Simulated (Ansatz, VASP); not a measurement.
# Cross-check of SiC between VASP and Ansatz

One calculation is typed for both programs; each brings its own data sets. How far apart do they land? The cell is taken from a series of runs on this material, whose earlier steps may have relaxed, scaled, displaced or heated it; both programs get it as it stands.

Main program and level: Ansatz 0.2.0; plane waves, with VASP 6.6.1 beside it; zone-centre phonons at LDA.

### 1. The starting structure

Symmetry: P6_3mc, No. 186, hexagonal system. Conventional cell: a = 2.996 Å, b = 2.996 Å, c = 9.806 Å, α = 90.00°, β = 90.00°, γ = 120.00°. C has 4 Si at 1.83 to 1.84 Å nearest. Nearest to C lie 4 Si at 1.84 Å. Nearest to Si lie 4 C at 1.84 Å. Nearest to Si lie 4 C at 1.83 to 1.84 Å. Farther neighbours are not listed.

### 2. VASP: zone-centre phonons, LDA

Second derivatives magnify differences that forces hide, and they need a tight electronic threshold.

Lines of VASP's logs that name or quote its potential files are left out, and so is its time.

INCAR

```
SYSTEM = SiC
PREC = Accurate
ENCUT = 600
EDIFF = 1E-08
NELM = 120
ISMEAR = 0
SIGMA = 0.01
LREAL = .FALSE.
ALGO = Normal
GGA = CA
NBANDS = 24
LORBIT = 11
LWAVE = .FALSE.
LCHARG = .FALSE.
ISIF = 2
IBRION = 8
LEPSILON = .TRUE.
LASPH = .TRUE.
GGA_COMPAT = .FALSE.
EFERMI = MIDGAP
KPAR = 2
```

POSCAR

```
SiC
1.0
    2.9964028817      0.0000000000      0.0000000000
   -1.4982014408      2.5949610156      0.0000000000
    0.0000000000      0.0000000000      9.8056016834
C Si
4 4
Direct
    0.6666666667      0.3333333333      0.7498164709
    0.3333333333      0.6666666667      0.2498164709
    0.0000000000      0.0000000000      0.5004367755
    0.0000000000      0.0000000000      0.0004367755
    0.6666666667      0.3333333333      0.9378039118
    0.3333333333      0.6666666667      0.4378039118
    0.0000000000      0.0000000000      0.6879418416
    0.0000000000      0.0000000000      0.1879418416
```

KPOINTS

```
Automatic mesh
0
Gamma
9 9 4
0 0 0
```

Potentials, in the order of the species: C and Si (LDA family, release 64).

Started as:

```sh
mpirun -np 2 vasp_std
```

Numbers of over 12 decimals in the logs are rounded to 6 here.

The log of the run:

```text
[banner, memory and clock lines left out]
running    2 mpi-ranks, on    1 nodes
 distrk:  each k-point on    1 cores,    2 groups
 distr:  one band on    1 cores,    1 groups

 POSCAR found type information on POSCAR C Si
 POSCAR found :  2 types and       8 ions
 LDA part: xc-table for (Slater(with rela. corr.)+CA(PZ))
 , standard interpolation
 POSCAR, INCAR and KPOINTS ok, starting setup
 FFT: planning ... GRIDC
 FFT: planning ... GRID_SOFT
 FFT: planning ... GRID
 WAVECAR not read
 entering main loop
       N       E                     dE             d eps       ncg     rms          rms(c)
DAV:   1     0.845933492220E+02    0.84593E+02   -0.16463E+04  1728   0.138E+03
DAV:   2    -0.681395171941E+02   -0.15273E+03   -0.14251E+03  2400   0.216E+02
DAV:   3    -0.754389259780E+02   -0.72994E+01   -0.72468E+01  2280   0.457E+01
DAV:   4    -0.755339052528E+02   -0.94979E-01   -0.94897E-01  2224   0.621E+00
DAV:   5    -0.755356162285E+02   -0.17110E-02   -0.17105E-02  2280   0.785E-01    0.200E+01
DAV:   6    -0.667829003032E+02    0.87527E+01   -0.24736E+01  2200   0.229E+01    0.929E+00
DAV:   7    -0.664241468773E+02    0.35875E+00   -0.26078E+00  2328   0.764E+00    0.356E+00
DAV:   8    -0.663530323388E+02    0.71115E-01   -0.16529E-01  2104   0.200E+00    0.112E+00
DAV:   9    -0.663425102058E+02    0.10522E-01   -0.20490E-02  2264   0.774E-01    0.161E-01
DAV:  10    -0.663425817605E+02   -0.71555E-04   -0.93382E-04  2176   0.179E-01    0.827E-02
DAV:  11    -0.663425888769E+02   -0.71164E-05   -0.25995E-05  2288   0.345E-02    0.269E-02
DAV:  12    -0.663425844632E+02    0.44138E-05   -0.88562E-06  2192   0.152E-02    0.728E-03
DAV:  13    -0.663425838464E+02    0.61675E-06   -0.21628E-06  2264   0.681E-03    0.109E-03
DAV:  14    -0.663425838673E+02   -0.20863E-07   -0.10067E-07  2280   0.192E-03    0.923E-04
DAV:  15    -0.663425838758E+02   -0.85483E-08   -0.38096E-09  1568   0.382E-04
   1 F= -.66342584E+02 E0= -.66342584E+02  d E =0.000000E+00
 Linear response reoptimize wavefunctions to high precision
DAV:   1    -0.663425838798E+02   -0.39299E-08   -0.12721E-09  1600   0.209E-04
DAV:   2    -0.663425838799E+02   -0.15280E-09   -0.22378E-10  1480   0.958E-05
DAV:   3    -0.663425838798E+02    0.89130E-10   -0.37521E-11  1344   0.370E-05
 Linear response G [H, r] |phi>, progress :
  Direction:   1
       N       E                     dE             d eps       ncg     rms
RMM:   1    -0.150394382479E+03   -0.15039E+03    0.28004E+01  4471   0.745E+01
RMM:   2    -0.102905758930E+03    0.47489E+02   -0.15203E+01  2958   0.220E+01
RMM:   3    -0.103038246212E+03   -0.13249E+00   -0.27943E-01  3125   0.284E+00
RMM:   4    -0.103040005458E+03   -0.17592E-02   -0.10187E-02  3300   0.470E-01
RMM:   5    -0.103039937744E+03    0.67714E-04   -0.40758E-04  3264   0.964E-02
RMM:   6    -0.103039925270E+03    0.12474E-04    0.27718E-04  3357   0.248E-02
RMM:   7    -0.103039919743E+03    0.55275E-05    0.37815E-04  3284   0.903E-03
RMM:   8    -0.103039917798E+03    0.19448E-05    0.40307E-04  3399   0.551E-03
RMM:   9    -0.103039921560E+03   -0.37622E-05   -0.80053E-05  3104   0.460E-03
RMM:  10    -0.103039922930E+03   -0.13695E-05    0.33275E-04  2726   0.432E-03
RMM:  11    -0.103039924823E+03   -0.18936E-05    0.61580E-04  2440   0.422E-03
RMM:  12    -0.103039928569E+03   -0.37451E-05    0.28784E-04  2367   0.420E-03
 Linear response G [H, r] |phi>, progress :
  Direction:   2
       N       E                     dE             d eps       ncg     rms
RMM:   1    -0.171781786067E+03   -0.17178E+03   -0.30591E+02  4358   0.709E+01
RMM:   2    -0.129650804027E+03    0.42131E+02   -0.11619E+01  2944   0.198E+01
RMM:   3    -0.129759450628E+03   -0.10865E+00   -0.17484E-01  3077   0.237E+00
RMM:   4    -0.129761501949E+03   -0.20513E-02   -0.30780E-03  3265   0.362E-01
RMM:   5    -0.129761650085E+03   -0.14814E-03    0.37048E-04  3249   0.660E-02
RMM:   6    -0.129761647601E+03    0.24836E-05    0.58667E-04  3317   0.163E-02
RMM:   7    -0.129761640024E+03    0.75777E-05    0.66219E-04  3265   0.693E-03
RMM:   8    -0.129761638056E+03    0.19678E-05    0.67024E-04  3309   0.520E-03
RMM:   9    -0.129761638691E+03   -0.63468E-06    0.27013E-06  3020   0.486E-03
RMM:  10    -0.129761641070E+03   -0.23790E-05    0.10118E-03  2549   0.475E-03
RMM:  11    -0.129761646102E+03   -0.50327E-05    0.70210E-04  2330   0.471E-03
RMM:  12    -0.129761638655E+03    0.74476E-05    0.78823E-04  2235   0.470E-03
 Linear response G [H, r] |phi>, progress :
  Direction:   3
       N       E                     dE             d eps       ncg     rms
RMM:   1    -0.191342214601E+03   -0.19134E+03   -0.31040E+02  4483   0.751E+01
RMM:   2    -0.116105718837E+03    0.75236E+02   -0.16551E+01  2943   0.224E+01
RMM:   3    -0.116221091376E+03   -0.11537E+00   -0.35561E-01  3056   0.276E+00
RMM:   4    -0.116214970933E+03    0.61204E-02   -0.23301E-02  3247   0.426E-01
[...]
RMM:  10    -0.144378052403E+00    0.11650E-06   -0.98986E-08  3886   0.137E-04    0.243E-05
RMM:  11    -0.144378011672E+00    0.40731E-07    0.40390E-07  3856   0.894E-05    0.770E-06
RMM:  12    -0.144378013010E+00   -0.13378E-08    0.30437E-07  3930   0.718E-05    0.187E-06
RMM:  13    -0.144378009765E+00    0.32453E-08    0.26616E-07  3709   0.678E-05    0.423E-07
[...]
RMM:  11    -0.144698682099E+00    0.42034E-07    0.13346E-07  3867   0.890E-05    0.710E-06
RMM:  12    -0.144698686089E+00   -0.39895E-08    0.75581E-08  3938   0.717E-05    0.172E-06
 first order change of Fermi-energy   0.31370E+00
 force on displaced ion       3 direction 3 :  -0.000  -0.000 -31.909
 Born effective charge ion    3 direction 3 :   0.000   0.000  -2.871
 Linear response progress:
  Degree of freedom:   5/  8
       N       E                     dE             d eps       ncg     rms          rms(c)
RMM:   1    -0.186494659207E-01   -0.18649E-01   -0.48872E-03 18866   0.809E-01
RMM:   2    -0.153475548664E-01    0.33019E-02   -0.12167E-03 12875   0.211E-01    0.144E-01
RMM:   3    -0.152405089340E-01    0.10705E-03    0.11530E-04 13441   0.587E-02    0.821E-02
RMM:   4    -0.153463733452E-01   -0.10586E-03    0.11343E-04 12999   0.557E-02    0.890E-03
RMM:   5    -0.153458222637E-01    0.55108E-06   -0.33583E-05 13760   0.116E-02    0.230E-03
RMM:   6    -0.153451072554E-01    0.71501E-06   -0.29259E-07 14158   0.152E-03    0.939E-04
RMM:   7    -0.153439590717E-01    0.11482E-05    0.16369E-07 14275   0.390E-04    0.116E-04
RMM:   8    -0.153438153378E-01    0.14373E-06   -0.23713E-07 14380   0.116E-04    0.256E-05
RMM:   9    -0.153438624544E-01   -0.47117E-07   -0.70304E-08 14611   0.509E-05    0.379E-06
RMM:  10    -0.153438669707E-01   -0.45163E-08   -0.32385E-08 14781   0.301E-05    0.193E-06
 first order change of Fermi-energy  -0.42085E+00
 force on displaced ion       5 direction 1 : -23.350  -0.000   0.000
 Born effective charge ion    5 direction 1 :   2.729  -0.000   0.000
 Linear response progress:
  Degree of freedom:   6/  8
       N       E                     dE             d eps       ncg     rms          rms(c)
RMM:   1    -0.490611495791E-01   -0.49061E-01    0.45758E-02  5696   0.130E+00
RMM:   2    -0.378757602363E-01    0.11185E-01   -0.44150E-03  3420   0.401E-01    0.174E-01
RMM:   3    -0.371782902414E-01    0.69747E-03   -0.11180E-03  3697   0.127E-01    0.968E-02
RMM:   4    -0.369584823566E-01    0.21981E-03   -0.67132E-04  3823   0.856E-02    0.310E-02
RMM:   5    -0.369468130428E-01    0.11669E-04   -0.16172E-04  3821   0.280E-02    0.692E-03
RMM:   6    -0.369537441746E-01   -0.69311E-05   -0.43400E-05  3689   0.960E-03    0.282E-03
RMM:   7    -0.369511297218E-01    0.26145E-05   -0.10351E-05  3758   0.313E-03    0.843E-04
RMM:   8    -0.369518780635E-01   -0.74834E-06    0.12557E-08  3811   0.970E-04    0.273E-04
RMM:   9    -0.369518695564E-01    0.85071E-08    0.95490E-07  3839   0.249E-04    0.133E-04
RMM:  10    -0.369519661124E-01   -0.96556E-07    0.12090E-06  3817   0.181E-04    0.238E-05
RMM:  11    -0.369519103342E-01    0.55778E-07    0.97645E-07  3857   0.850E-05    0.739E-06
RMM:  12    -0.369518514155E-01    0.58919E-07    0.12284E-06  3890   0.507E-05    0.456E-06
RMM:  13    -0.369518317519E-01    0.19664E-07    0.14265E-06  3851   0.445E-05    0.803E-07
RMM:  14    -0.369518277666E-01    0.39852E-08    0.13753E-06  3585   0.427E-05    0.282E-07
RMM:  15    -0.369518480697E-01   -0.20303E-07    0.12433E-06  2764   0.418E-05    0.178E-07
RMM:  16    -0.369518576026E-01   -0.95329E-08    0.98767E-07  2506   0.415E-05    0.335E-08
 first order change of Fermi-energy  -0.39793E+00
 force on displaced ion       5 direction 3 :   0.000  -0.000 -35.150
 Born effective charge ion    5 direction 3 :   0.000   0.000   2.687
 Linear response progress:
  Degree of freedom:   7/  8
       N       E                     dE             d eps       ncg     rms          rms(c)
RMM:   1    -0.188652757030E-01   -0.18865E-01   -0.55101E-03 18794   0.818E-01
RMM:   2    -0.154693808531E-01    0.33959E-02   -0.18382E-03 12900   0.215E-01    0.143E-01
RMM:   3    -0.153663712849E-01    0.10301E-03   -0.45441E-04 13472   0.594E-02    0.821E-02
RMM:   4    -0.154699784564E-01   -0.10361E-03   -0.43425E-04 13033   0.561E-02    0.880E-03
RMM:   5    -0.154096195696E-01    0.60359E-04    0.21726E-05 13756   0.118E-02    0.234E-03
RMM:   6    -0.154144775830E-01   -0.48580E-05   -0.48637E-07 14178   0.157E-03    0.938E-04
RMM:   7    -0.154135603638E-01    0.91722E-06   -0.53441E-07 14264   0.395E-04    0.132E-04
RMM:   8    -0.154131928673E-01    0.36750E-06    0.29569E-07 14391   0.127E-04    0.263E-05
RMM:   9    -0.154132911150E-01   -0.98248E-07   -0.61312E-08 14587   0.569E-05    0.409E-06
RMM:  10    -0.154132938501E-01   -0.27351E-08   -0.65327E-08 14793   0.361E-05    0.212E-06
 first order change of Fermi-energy   0.43829E+00
 force on displaced ion       7 direction 1 : -23.638  -0.001   0.000
 Born effective charge ion    7 direction 1 :   2.739  -0.000  -0.000
 Linear response progress:
  Degree of freedom:   8/  8
       N       E                     dE             d eps       ncg     rms          rms(c)
RMM:   1    -0.507338195422E-01   -0.50734E-01    0.30040E-02  5722   0.131E+00
RMM:   2    -0.379881876622E-01    0.12746E-01   -0.61502E-03  3431   0.408E-01    0.175E-01
RMM:   3    -0.371227052601E-01    0.86548E-03   -0.15346E-03  3701   0.130E-01    0.973E-02
RMM:   4    -0.368504032574E-01    0.27230E-03   -0.71746E-04  3812   0.869E-02    0.319E-02
RMM:   5    -0.368373904753E-01    0.13013E-04   -0.18669E-04  3822   0.291E-02    0.737E-03
RMM:   6    -0.368466232548E-01   -0.92328E-05   -0.76992E-05  3684   0.100E-02    0.297E-03
RMM:   7    -0.368396874015E-01    0.69359E-05    0.12771E-06  3760   0.335E-03    0.902E-04
RMM:   8    -0.368418154788E-01   -0.21281E-05   -0.25169E-07  3794   0.102E-03    0.323E-04
RMM:   9    -0.368417918452E-01    0.23634E-07    0.14977E-06  3849   0.273E-04    0.147E-04
RMM:  10    -0.368420076138E-01   -0.21577E-06   -0.97336E-07  3806   0.191E-04    0.265E-05
RMM:  11    -0.368418852930E-01    0.12232E-06    0.10264E-06  3845   0.857E-05    0.775E-06
RMM:  12    -0.368419440998E-01   -0.58807E-07    0.52062E-08  3890   0.461E-05    0.435E-06
RMM:  13    -0.368419428843E-01    0.12154E-08    0.13220E-07  3823   0.382E-05    0.127E-06
RMM:  14    -0.368419305436E-01    0.12341E-07    0.14328E-07  3740   0.367E-05    0.267E-07
RMM:  15    -0.368419268126E-01    0.37311E-08    0.31402E-07  2843   0.356E-05    0.162E-07
RMM:  16    -0.368419294833E-01   -0.26707E-08    0.20228E-07  2456   0.353E-05    0.513E-08
 first order change of Fermi-energy  -0.91546E-01
 force on displaced ion       7 direction 3 :   0.000   0.000 -35.228
 Born effective charge ion    7 direction 3 :   0.000   0.000   2.989
 Born effective charges drift removed
 Linear response finished
```

(Continued in part 2 of 3.)

[Lines on the potential files, build, host, timing and source positions are cut from VASP's logs without a mark.]

[Logs are printed without paths, hosts, clocks, repeated set-up lines and the standing remarks that a program may print on its own settings, such as how far it seeks lower states.]

[Hosts, paths, dates, database ids (printed as entryN), source tags and the programs' standing remarks are cut or masked in the printed files.]
